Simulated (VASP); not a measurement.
Output of a VASP run:

### OSZICAR
```
       N       E                     dE             d eps       ncg     rms          rms(c)
DAV:   1     0.470635191417E+03    0.47064E+03   -0.32292E+04  1806   0.132E+03
DAV:   2    -0.541445942956E+02   -0.52478E+03   -0.51360E+03  1953   0.386E+02
DAV:   3    -0.771541738890E+02   -0.23010E+02   -0.22711E+02  2116   0.695E+01
DAV:   4    -0.776452946190E+02   -0.49112E+00   -0.48794E+00  2020   0.904E+00
DAV:   5    -0.776538466232E+02   -0.85520E-02   -0.85444E-02  2010   0.117E+00    0.399E+01
DAV:   6    -0.754402201703E+02    0.22136E+01   -0.19907E+01  1958   0.207E+01    0.908E+00
DAV:   7    -0.751060061617E+02    0.33421E+00   -0.33795E+00  1851   0.791E+00    0.852E+00
DAV:   8    -0.749828441813E+02    0.12316E+00   -0.42492E-01  1898   0.356E+00    0.633E-01
DAV:   9    -0.749823122777E+02    0.53190E-03   -0.30007E-02  2117   0.612E-01    0.390E-01
DAV:  10    -0.749816107789E+02    0.70150E-03   -0.61542E-03  1943   0.422E-01    0.137E-01
DAV:  11    -0.749814687698E+02    0.14201E-03   -0.93088E-04  1919   0.135E-01    0.378E-02
DAV:  12    -0.749814666468E+02    0.21230E-05   -0.60874E-05  2053   0.417E-02    0.179E-02
DAV:  13    -0.749814645837E+02    0.20630E-05   -0.10865E-05  1942   0.139E-02    0.340E-03
DAV:  14    -0.749814647379E+02   -0.15416E-06   -0.45920E-07  1709   0.335E-03    0.945E-04
DAV:  15    -0.749814648503E+02   -0.11244E-06   -0.67835E-08  1262   0.127E-03    0.360E-04
DAV:  16    -0.749814649129E+02   -0.62583E-07   -0.10157E-08  1197   0.487E-04
   1 F= -.74981465E+02 E0= -.74981465E+02  d E =0.000000E+00
```

File OUTCAR:
```
------------------------ aborting loop because EDIFF is reached ----------------------------------------
  FORCE on cell =-STRESS in cart. coord.  units (eV):
  Direction    XX          YY          ZZ          XY          YZ          ZX
  --------------------------------------------------------------------------------------
  Total       -0.0823101     -0.0823101      0.1200326     -0.0000000      0.0000000      0.0000000
  in kB       -1.1079557     -1.1079559      1.6157283     -0.0000000      0.0000000      0.0000000
  external PRESSURE =      -0.2000611 kB  Pullay stress =       0.0000000 kB
  volume of cell :      119.03
      direct lattice vectors                 reciprocal lattice vectors
     4.575779635  0.000000000  0.000000000     0.218541993  0.126175263  0.000000000
    -2.287889817  3.962741894  0.000000000     0.000000000  0.252350526  0.000000000
     0.000000000  0.000000000  6.564180298     0.000000000  0.000000000  0.152341946
 POSITION                                       TOTAL-FORCE (eV/Angst)
 -----------------------------------------------------------------------------------
     -1.16120      3.31225      5.47015        -0.001118      0.000646     -0.000000
      1.12669      0.65049      1.09403        -0.001118     -0.000646      0.000000
      0.00000      1.30099      3.28209        -0.000000     -0.001291      0.000000
      3.44909      0.65049      5.47015         0.001118     -0.000646      0.000000
      1.16120      3.31225      1.09403         0.001118      0.000646      0.000000
      2.28789      2.66176      3.28209         0.000000      0.001291      0.000000
      2.28789      0.00000      3.28209         0.000000      0.000000      0.000000
      1.14394      1.98137      5.47015         0.000000      0.000000     -0.000000
     -1.14394      1.98137      1.09403         0.000000     -0.000000     -0.000000
 -----------------------------------------------------------------------------------
    total drift:                                0.000000     -0.000000      0.005949
  FREE ENERGIE OF THE ION-ELECTRON SYSTEM (eV)
  ---------------------------------------------------
  free  energy   TOTEN  =       -74.9814649129 eV

  energy  without entropy=      -74.9814649129  energy(sigma->0) =      -74.98146491

 total charge

# of ion       s       p       d       tot
------------------------------------------
    1        0.742   0.882   0.000   1.624
    2        0.742   0.882   0.000   1.624
    3        0.742   0.882   0.000   1.624
    4        0.742   0.882   0.000   1.624
    5        0.742   0.882   0.000   1.624
    6        0.742   0.882   0.000   1.624
    7        2.277   6.206   4.245  12.728
    8        2.277   6.206   4.245  12.728
    9        2.277   6.206   4.245  12.728
--------------------------------------------------
tot         11.283  23.909  12.735  47.928

 Electric field gradients after diagonalization (V/A^2)
 (convention: |V_zz| > |V_xx| > |V_yy|)
----------------------------------------------------------------------
 ion       V_xx      V_yy      V_zz     asymmetry (V_yy - V_xx)/ V_zz
----------------------------------------------------------------------
   1      14.848     1.870   -16.718       0.776
   2      14.848     1.870   -16.718       0.776
   3      14.847     1.870   -16.718       0.776
   4      14.848     1.870   -16.718       0.776
   5      14.848     1.870   -16.718       0.776
   6      14.847     1.870   -16.718       0.776
   7      21.868    15.495   -37.363       0.171
   8      21.868    15.499   -37.367       0.170
   9      21.868    15.498   -37.366       0.170
```
(Selected blocks of OUTCAR.)

### POSCAR
```
Si2Mo
1
    4.5757796347     0.0000000000     0.0000000000
   -2.2878898173     3.9627418943    -0.0000000000
    0.0000000000     0.0000000000     6.5641802978
Si Mo
6 3
Direct
  0.1641522517   0.8358477483   0.8333330000
  0.3283045034   0.1641522517   0.1666670000
  0.1641522517   0.3283045034   0.5000000000
  0.8358477483   0.1641522517   0.8333330000
  0.6716954966   0.8358477483   0.1666670000
  0.8358477483   0.6716954966   0.5000000000
  0.5000000000   1.0000000000   0.5000000000
  0.5000000000   0.5000000000   0.8333330000
  1.0000000000   0.5000000000   0.1666670000
```

**Question.** Write an INCAR and KPOINTS that could have produced this output.

**Answer.** This is not unique; one that fits is the input of the run itself, PBEsol GGA, plane waves, VASP's PBE PAW potentials (set 64).

INCAR:
```
# general
SYSTEM =Si2Mo
PREC   =Accurate
ENCUT  =400
LREAL  =.FALSE.
LASPH  =.TRUE.

# electronic loop
EDIFF  =1E-7   # SCF stop (eV)
NELM   =100   # most electronic steps
ALGO   =Normal
LMAXMIX=4   # l cut-off of mixed one-centre charges

# smearing
ISMEAR =-5   # tetrahedra, Bloechl

# functional
GGA    =PS   # PBEsol

# ions
ISIF   =2   # forces and stress, cell fixed

# output
LWAVE  =.FALSE.
LCHARG =.TRUE.
LORBIT =11   # lm-projected
NEDOS  =601   # DOS grid

# other
LEFG   =.TRUE.
```

**KPOINTS**
```
Automatic mesh
0
Gamma
6 6 4
0 0 0
```

POTCAR, in this order: Si Mo_sv (PBE.64 set). Program: vasp_std.

The structure comes from a computed database's Si2Mo entry (P6_222); how it stands against other phases isn't given here. It was relaxed first.
